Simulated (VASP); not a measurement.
## G0W0 gap of BN (Qingsongite) against strain

How does the quasiparticle gap of BN (Qingsongite) follow strain, and does the starting functional get the slope right? The cell is of the zinc-blende type, one of the forms listed for this formula, which need not be the common one. The start is a cell from a database of measured crystal structures.

Program: VASP 6.6.1. Level of theory: PBE; plane waves and PAW (N_GW, B_GW), in the first sound run; inputs show where later runs differ. Results are calculated unless marked as measured.

## 1. Set-up

Symmetry: F-43m, No. 216, cubic system. Conventional cell: a = 3.615 Å, b = 3.615 Å, c = 3.615 Å, α = 90.00°, β = 90.00°, γ = 90.00°. Nearest to N lie 4 B at 1.57 Å. Nearest to B lie 4 N at 1.57 Å. Farther neighbours and most contacts between anions are not listed.

Structure file:

```xyz
2
Lattice="0.0000 1.8075 1.8075 1.8075 0.0000 1.8075 1.8075 1.8075 0.0000" Properties=species:S:1:pos:R:3 pbc="T T T"
N     2.7113    2.7113    2.7113
B     0.0000    0.0000    0.0000
```

## 2. Ground state

The orbitals come from a self-consistent PBE run with a tight EDIFF and a narrow smearing. KPOINTS_OPT adds the bands along a path, which shows whether the mesh holds the band edges.

Input file INCAR:

```
SYSTEM = BN
PREC = Accurate
ENCUT = 450
EDIFF = 1E-08
NELM = 100
ISMEAR = 0
SIGMA = 0.01
LREAL = .FALSE.
ALGO = Normal
GGA = PE
NBANDS = 10
LORBIT = 11
LWAVE = .TRUE.
LCHARG = .FALSE.
KPAR = 8
```

Input file POSCAR:

```
BN
1.0
    0.0000000000      1.8075000000      1.8075000000
    1.8075000000      0.0000000000      1.8075000000
    1.8075000000      1.8075000000      0.0000000000
N B
1 1
Direct
    0.7500000000      0.7500000000      0.7500000000
    0.0000000000      0.0000000000      0.0000000000
```

Input file KPOINTS:

```
Automatic mesh
0
Gamma
8 8 8
0 0 0
```

Input file KPOINTS_OPT:

```
Line mode
12
Line-mode
Reciprocal
  0.00000000   0.00000000   0.00000000 GAMMA
  0.50000000   0.00000000   0.50000000 X

  0.50000000   0.00000000   0.50000000 X
  0.50000000   0.25000000   0.75000000 W

  0.50000000   0.25000000   0.75000000 W
  0.37500000   0.37500000   0.75000000 K

  0.37500000   0.37500000   0.75000000 K
  0.00000000   0.00000000   0.00000000 GAMMA

  0.00000000   0.00000000   0.00000000 GAMMA
  0.50000000   0.50000000   0.50000000 L

  0.50000000   0.50000000   0.50000000 L
  0.62500000   0.25000000   0.62500000 U

  0.62500000   0.25000000   0.62500000 U
  0.50000000   0.25000000   0.75000000 W

  0.50000000   0.25000000   0.75000000 W
  0.50000000   0.50000000   0.50000000 L

  0.50000000   0.50000000   0.50000000 L
  0.37500000   0.37500000   0.75000000 K

  0.62500000   0.25000000   0.62500000 U
  0.50000000   0.00000000   0.50000000 X
```

PAW data sets: N_GW and B_GW (PBE family, release 64).

Started as:

```console
> mpirun -np 8 vasp_std
```

Log:

```text
[banner, memory and clock lines left out]
running    8 mpi-ranks, on    1 nodes
 distrk:  each k-point on    1 cores,    8 groups
 distr:  one band on    1 cores,    1 groups

 POSCAR found type information on POSCAR N B
 POSCAR found :  2 types and       2 ions
|                                                                             |
|           W    W    AA    RRRRR   N    N  II  N    N   GGGG   !!!           |
|           W    W   A  A   R    R  NN   N  II  NN   N  G    G  !!!           |
|           W    W  A    A  R    R  N N  N  II  N N  N  G       !!!           |
|           W WW W  AAAAAA  RRRRR   N  N N  II  N  N N  G  GGG   !            |
|           WW  WW  A    A  R   R   N   NN  II  N   NN  G    G                |
|           W    W  A    A  R    R  N    N  II  N    N   GGGG   !!!           |
|                                                                             |
|     For optimal performance we recommend to set                             |
|       NCORE = 2 up to number-of-cores-per-socket                            |
|     NCORE specifies how many cores store one orbital (NPAR=cpu/NCORE).      |
|     This setting can greatly improve the performance of VASP for DFT.       |
|     The default, NCORE=1 might be grossly inefficient on modern             |
|     multi-core architectures or massively parallel machines. Do your        |
|     Unfortunately you need to use the default for GW and RPA                |
|     calculations (for HF NCORE is supported but not extensively tested      |
|     yet).                                                                   |
|                                                                             |

 LDA part: xc-table for (Slater+PW92), standard interpolation
 POSCAR, INCAR and KPOINTS ok, starting setup
 FFT: planning ... GRIDC
 FFT: planning ... GRID_SOFT
 FFT: planning ... GRID
 WAVECAR not read
 entering main loop
       N       E                     dE             d eps       ncg     rms          rms(c)
DAV:   1     0.248311997435E+02    0.24831E+02   -0.47946E+03   604   0.792E+02
DAV:   2    -0.174185307079E+02   -0.42250E+02   -0.38754E+02   698   0.233E+02
DAV:   3    -0.183788223001E+02   -0.96029E+00   -0.95764E+00   690   0.296E+01
DAV:   4    -0.183832673975E+02   -0.44451E-02   -0.44442E-02   694   0.233E+00
DAV:   5    -0.183832940394E+02   -0.26642E-04   -0.26641E-04   732   0.164E-01    0.604E+00
DAV:   6    -0.175381001719E+02    0.84519E+00   -0.28544E+00   812   0.142E+01    0.229E+00
DAV:   7    -0.174606375021E+02    0.77463E-01   -0.87268E-02   814   0.308E+00    0.118E+00
DAV:   8    -0.174464870485E+02    0.14150E-01   -0.38512E-02   836   0.197E+00    0.142E-01
DAV:   9    -0.174469016609E+02   -0.41461E-03   -0.10617E-03   650   0.312E-01    0.385E-02
DAV:  10    -0.174469029689E+02   -0.13080E-05   -0.90033E-05   696   0.104E-01    0.937E-03
DAV:  11    -0.174469074635E+02   -0.44946E-05   -0.71582E-06   674   0.260E-02    0.375E-03
DAV:  12    -0.174469073133E+02    0.15022E-06   -0.87395E-07   768   0.970E-03    0.461E-04
DAV:  13    -0.174469073640E+02   -0.50752E-07   -0.26806E-08   674   0.157E-03    0.748E-05
DAV:  14    -0.174469073772E+02   -0.13210E-07   -0.91227E-10   410   0.313E-04    0.303E-05
DAV:  15    -0.174469073762E+02    0.98100E-09   -0.79406E-11   366   0.141E-04
   1 F= -.17446907E+02 E0= -.17446907E+02  d E =-.202802E-66
 Start KPOINTS_OPT (optional k-point list driver)
k-point batch [1-29\120]
       N       E                     dE             ncg
DAV:   1     0.112746825542E+04   -0.94287E+04      580
DAV:   2    -0.848582127747E+02   -0.12123E+04      740
DAV:   3    -0.108358713520E+03   -0.23501E+02      748
DAV:   4    -0.108453192379E+03   -0.94479E-01      666
DAV:   5    -0.108453642744E+03   -0.45036E-03      706
DAV:   6    -0.108453645999E+03   -0.32550E-05      702
DAV:   7    -0.108453646026E+03   -0.26354E-07      718
DAV:   8    -0.108453646026E+03   -0.70912E-11      694
[...]
k-point batch [117-120\120]
       N       E                     dE             ncg
DAV:   1     0.981522066877E+04   -0.15542E+04       80
DAV:   2     0.966033923756E+04   -0.15488E+03       88
DAV:   3     0.965782800869E+04   -0.25112E+01      112
DAV:   4     0.965782070021E+04   -0.73085E-02       90
DAV:   5     0.965782066247E+04   -0.37746E-04      108
DAV:   6     0.965782066236E+04   -0.10920E-06      102
DAV:   7     0.965782066236E+04    0.17644E-09      108
 writing wavefunctions
```

Elapsed: 1.6 s, on 8 MPI ranks of Intel Xeon 6975P-C (Granite Rapids), shared host; peak memory 0.84 GiB; 7.9 s of CPU time.

The logs omit lines about the potential files and the build; timing stands in the text.

Parts of OUTCAR (step 2):

```text
ion  position               nearest neighbor table
   1  0.750  0.750  0.750-   2 1.57   2 1.57   2 1.57   2 1.57
   2  0.000  0.000  0.000-   1 1.57   1 1.57   1 1.57   1 1.57

  LATTYP: Found a face centered cubic cell.
 ALAT       =     3.6150000000

 Subroutine GETGRP returns: Found 24 space group operations
 (whereof 24 operations were pure point group operations)

The static configuration has the point symmetry T_d .

 Found     29 irreducible k-points:

   k-points           NKPTS =     29   k-points in BZ     NKDIM =     29   number of bands    NBANDS=     10

   dimension x,y,z NGX =    18 NGY =   18 NGZ =   18
   dimension x,y,z NGXF=    36 NGYF=   36 NGZF=   36

   ENCUT  =  450.0 eV  33.07 Ry    5.75 a.u.   4.42  4.42  4.42*2*pi/ulx,y,z

   NELECT =       8.0000    total number of electrons

 k-points in reciprocal lattice and weights: Automatic mesh
   0.00000000  0.00000000  0.00000000       0.002
   0.12500000  0.00000000  0.00000000       0.016
   0.25000000  0.00000000  0.00000000       0.016
   0.37500000  0.00000000  0.00000000       0.016
   0.50000000  0.00000000  0.00000000       0.008
   0.12500000  0.12500000  0.00000000       0.012
   0.25000000  0.12500000  0.00000000       0.047
   0.37500000  0.12500000  0.00000000       0.047
   0.50000000  0.12500000  0.00000000       0.047
[...]
-0.37500000  0.50000000  0.12500000       0.023
  -0.25000000  0.50000000  0.25000000       0.012

 average (electrostatic) potential at core
       1 -59.3488       2 -24.4181

 E-fermi :   7.5830

 k-point     1 :       0.0000    0.0000    0.0000
  band No.  band energies     occupation
      1     -12.7713      2.00000
      2       7.4633      2.00000
      3       7.4633      2.00000
      4       7.4633      2.00000
      5      16.2832      0.00000
      6      16.2832      0.00000
      7      16.2832      0.00000
      8      17.8049      0.00000
      9      32.2092      0.00000
    ...

 k-point     2 :       0.1250    0.0000    0.0000
  band No.  band energies     occupation
      1     -12.3931      2.00000
      2       5.5852      2.00000
      3       7.0805      2.00000
      4       7.0805      2.00000
      5      16.6509      0.00000
      6      16.8541      0.00000
      7      16.8541      0.00000
      8      18.9896      0.00000
      9      31.7671      0.00000
    ...

 k-point     3 :       0.2500    0.0000    0.0000
  band No.  band energies     occupation
      1     -11.2935      2.00000
      2       1.9847      2.00000
      3       6.3339      2.00000
      4       6.3339      2.00000
      5      17.1066      0.00000
      6      17.8045      0.00000
      7      17.8045      0.00000
      8      21.0348      0.00000
      9      30.9176      0.00000
    ...

  Total       -0.0477013     -0.0477013     -0.0477013      0.0000000      0.0000000      0.0000000
  in kB       -6.4710709     -6.4710709     -6.4710709      0.0000000      0.0000000      0.0000000
  external PRESSURE =      -6.4710709 kB  Pullay stress =       0.0000000 kB

  energy-cutoff  :      450.00
  volume of cell :       11.81
      direct lattice vectors                 reciprocal lattice vectors
     0.000000000  1.807500000  1.807500000    -0.276625173  0.276625173  0.276625173
     1.807500000  0.000000000  1.807500000     0.276625173 -0.276625173  0.276625173
     1.807500000  1.807500000  0.000000000     0.276625173  0.276625173 -0.276625173

 POSITION                                       TOTAL-FORCE (eV/Angst)
 -----------------------------------------------------------------------------------
      2.71125      2.71125      2.71125         0.000000      0.000000     -0.000000
      0.00000      0.00000      0.00000        -0.000000     -0.000000      0.000000
 -----------------------------------------------------------------------------------
    total drift:                               -0.000001     -0.000001     -0.000001

  FREE ENERGIE OF THE ION-ELECTRON SYSTEM (eV)
  ---------------------------------------------------
  free  energy   TOTEN  =       -17.4469073762 eV

  energy  without entropy=      -17.4469073762  energy(sigma->0) =      -17.44690738

 total charge
# of ion       s       p       d       tot
------------------------------------------
    1        1.177   2.687   0.000   3.864
    2        0.641   1.257   0.000   1.898
--------------------------------------------------
tot          1.819   3.944   0.000   5.762

[... 3 further parts left out ...]
```

This step gave:

| Quantity | Value |
| --- | --- |
| free energy (TOTEN) | -17.45 eV |
| Fermi energy | 7.583 eV |
| pressure | -0.6471 GPa |
| least gap on mesh and path | 4.460 eV |
| least direct gap on mesh and path | 8.820 eV |

The highest empty bands on the path are converged less tightly, to about 0.1 eV. Electronic bands along the path, in eV, zero at the valence-band top; v1 is the highest filled band, c1 the lowest empty one:

```
          point      v3     v2     v1     c1     c2     c3     c4
              Γ    0.00   0.00   0.00   8.82   8.82   8.82  10.34
0.55 of the way   -4.54  -3.32  -3.32   6.50  11.21  14.04  14.04
              X   -8.92  -4.91  -4.91   4.46   9.23  17.93  17.93
0.55 of the way   -8.43  -5.88  -5.84   6.85  11.18  15.95  17.30
              W   -7.59  -6.96  -6.51   9.60  13.31  14.51  14.65
0.55 of the way   -7.98  -7.47  -4.94   7.99  13.05  14.73  16.53
              K   -8.13  -7.66  -4.07   6.91  12.87  15.83  16.69
0.55 of the way   -5.14  -3.43  -0.90  10.38  10.58  10.93  13.34
              Γ    0.00   0.00   0.00   8.82   8.82   8.82  10.34
0.55 of the way   -6.15  -1.26  -1.26   9.72  10.46  10.46  13.88
              L  -10.69  -1.94  -1.94  10.14  10.71  10.71  15.26
0.55 of the way   -9.80  -4.82  -2.99   8.67  13.04  13.09  15.56
              U   -8.13  -7.66  -4.07   6.91  12.87  15.83  16.69
0.55 of the way   -7.92  -7.39  -5.25   8.37  13.13  14.47  16.28
              W   -7.59  -6.96  -6.51   9.60  13.31  14.51  14.65
0.55 of the way   -9.87  -4.46  -3.20   9.66  11.04  13.93  15.72
              L  -10.69  -1.94  -1.94  10.14  10.71  10.71  15.26
0.45 of the way  -10.07  -4.09  -2.73   9.10  12.34  12.46  15.63
              K   -8.13  -7.66  -4.07   6.91  12.87  15.83  16.69
      jump to U   -8.13  -7.66  -4.07   6.91  12.87  15.83  16.69
0.45 of the way   -8.67  -6.13  -4.65   5.55  10.36  17.23  17.49
              X   -8.92  -4.91  -4.91   4.46   9.23  17.93  17.93
```

Of the projections kept (N, B), the largest for each band there, as a share of the weight inside these atoms' spheres; weight between the spheres isn't counted:

```
point      v3      v2      v1      c1      c2      c3      c4
    Γ  N 0.86  N 0.86  N 0.86  B 0.93  B 0.93  B 0.93  N 0.74
    X  N 0.54  N 0.62  N 0.62  B 0.56  B 0.91  B 0.57  B 0.57
    W  B 0.51  N 0.66  N 0.54  N 0.87  B 0.74  B 1.00  B 0.52
    K  N 0.51  N 0.59  N 0.64  B 0.56  B 0.59  B 0.61  B 0.63
    Γ  N 0.86  N 0.86  N 0.86  B 0.93  B 0.93  B 0.93  N 0.74
    L  N 0.50  N 0.72  N 0.72  B 0.60  B 0.79  B 0.79  N 0.79
```

The electronic bands as a text plot (rows in eV, shown from -8.0 to 10.3 only):

```
   10.0 | +    +   +        +  ++ +  +++++++      +  ++ ++     +
    9.2 |+      +++  ++    +   +++++++      +    + ++     +     +
    8.4 |++            +  +                  +             +
    7.7 |  ++       +                         + +           +
    6.9 |               ++                     +             +
    6.1 |    ++                                               +
    5.4 |      +   +                                           +
    4.6 |       +++                                             +
    3.8 |
    3.1 |
    2.3 |
    1.6 |
    0.8 |
    0.0 |*                     *****
   -0.7 | *                   * ** ***
   -1.5 |  *                 * **     ***
   -2.3 |   *              **  *    *    ***           ****
   -3.0 |    *            *                ***       **    *
   -3.8 |     *          *    *      *      * **      *   * **
   -4.6 |    * ***      *    *                  *   **     *  ***
   -5.3 |     *   **   *    * *              *     *            *
   -6.1 |           * *    * *        *          *  *       *  *
   -6.9 |      *     **   *                   *  ***          *
   -7.6 |       *    *****  *          *       ****          *
         Γ       X    W  K        Γ      L     U  W     L   K|U X
```

The cell has a gap of 4.46 eV on mesh and path.

## 3. Empty bands

ALGO = Exact makes the empty bands from the converged ground state in one step. LOPTICS writes the k-derivatives of the orbitals (WAVEDER), which give the long-wavelength limit of the screening.

Input file INCAR:

```
SYSTEM = BN
PREC = Accurate
ENCUT = 450
ISMEAR = 0
SIGMA = 0.01
LREAL = .FALSE.
GGA = PE
NBANDS = 56
ALGO = Exact
NELM = 1
LWAVE = .TRUE.
LCHARG = .FALSE.
LOPTICS = .TRUE.
NEDOS = 1000
CSHIFT = 0.1
```

POSCAR is that of step 2.

KPOINTS is that of step 2.

Started as:

```console
> mpirun -np 8 vasp_std
```

Log:

```text
[banner, memory and clock lines left out]
running    8 mpi-ranks, on    1 nodes
 distrk:  each k-point on    8 cores,    1 groups
 distr:  one band on    1 cores,    8 groups

 POSCAR found type information on POSCAR N B
 POSCAR found :  2 types and       2 ions
 [... a notice as in an earlier step ...]

 LDA part: xc-table for (Slater+PW92), standard interpolation
 found WAVECAR, reading the header
  number of bands has changed, file:    10 present:    56
  trying to continue reading WAVECAR, but it might fail
 POSCAR, INCAR and KPOINTS ok, starting setup
 FFT: planning ... GRIDC
 FFT: planning ... GRID_SOFT
 FFT: planning ... GRID
 reading WAVECAR
 random initialization beyond band           10
 the WAVECAR file was read successfully
 initial charge from wavefunction
 entering main loop
       N       E                     dE             d eps       ncg     rms          rms(c)
DIA:   1    -0.174469073757E+02   -0.17447E+02    0.00000E+00     0   0.000E+00
   1 F= -.17446907E+02 E0= -.17446907E+02  d E =-.172661E-14
 writing wavefunctions
 optical routines
 imaginary and real dielectric function
 recalculating local potential from charge density
 direction            1
 direction            2
 direction            3
```

Wall time 1.4 s (8 MPI ranks); peak memory 0.8 GiB.

OUTCAR, selected parts (step 3):

```text
The static configuration has the point symmetry T_d .

 Found     29 irreducible k-points:

   k-points           NKPTS =     29   k-points in BZ     NKDIM =     29   number of bands    NBANDS=     56

   NELECT =       8.0000    total number of electrons

 E-fermi :   7.5119

 k-point     2 :       0.1250    0.0000    0.0000
  band No.  band energies     occupation
      1     -12.3931      2.00000
      2       5.5852      2.00000
      3       7.0805      2.00000
      4       7.0805      2.00000
      5      16.6509      0.00000
      6      16.8541      0.00000
      7      16.8541      0.00000
      8      18.9896      0.00000
      9      31.7648      0.00000
    ...

 k-point     3 :       0.2500    0.0000    0.0000
  band No.  band energies     occupation
      1     -11.2935      2.00000
      2       1.9847      2.00000
      3       6.3339      2.00000
      4       6.3339      2.00000
      5      17.1066      0.00000
      6      17.8045      0.00000
      7      17.8045      0.00000
      8      21.0348      0.00000
      9      30.9167      0.00000
    ...

  Total       -0.0476874     -0.0476874     -0.0476874     -0.0000000      0.0000000     -0.0000000
  in kB       -6.4691817     -6.4691817     -6.4691817     -0.0000000      0.0000000     -0.0000000
  external PRESSURE =      -6.4691817 kB  Pullay stress =       0.0000000 kB

 POSITION                                       TOTAL-FORCE (eV/Angst)
 -----------------------------------------------------------------------------------
      2.71125      2.71125      2.71125        -0.000000     -0.000000     -0.000000
      0.00000      0.00000      0.00000         0.000000      0.000000      0.000000
 -----------------------------------------------------------------------------------
    total drift:                               -0.000001     -0.000001     -0.000001

  FREE ENERGIE OF THE ION-ELECTRON SYSTEM (eV)
  ---------------------------------------------------
  free  energy   TOTEN  =       -17.4469073757 eV

  energy  without entropy=      -17.4469073757  energy(sigma->0) =      -17.44690738

 plasma frequency squared (from intraband transitions) (eV^2)
  --------------------------------------------------------------------------------------
       0.000      -0.000       0.000
      -0.000       0.000       0.000
       0.000       0.000       0.000

[... 12 parts as in an earlier step ...]
```

The gap is read on the k-mesh alone, so it is an upper bound where the band edges lie off the mesh, and a coarse mesh can show a gap where there is none.

A gap read on the k-mesh alone can miss the band edges.

This step gave:

| Quantity | Value |
| --- | --- |
| gap on the k-mesh | 4.460 eV |
| least direct gap on the k-mesh | 8.820 eV |

WAVECAR now holds 56 bands for 8 electrons. Its independent-particle dielectric tensor has xx, yy, zz = 4.7, 4.7, 4.7 on this mesh. It isn't tested for convergence in mesh or bands and lacks local fields, and at a small direct gap a coarse mesh makes it too large, which overscreens the GW step.

[end of part 1 of 4]

[Lines on the potential files, build, host, timing and source positions are cut from VASP's logs without a mark.]

[Logs are printed without paths, hosts, clocks, repeated set-up lines and the standing remarks that a program may print on its own settings, such as how far it seeks lower states.]

[Hosts, paths, dates, database ids (printed as entryN), source tags and the programs' standing remarks are cut or masked in the printed files.]

[Pressures printed for these runs are not shown converged in the cutoff: they can be off by several GPa and have the wrong sign.]

[In band tables of VASP the shares of atoms and orbitals are scaled to a sum of 1 inside the atoms' spheres.]
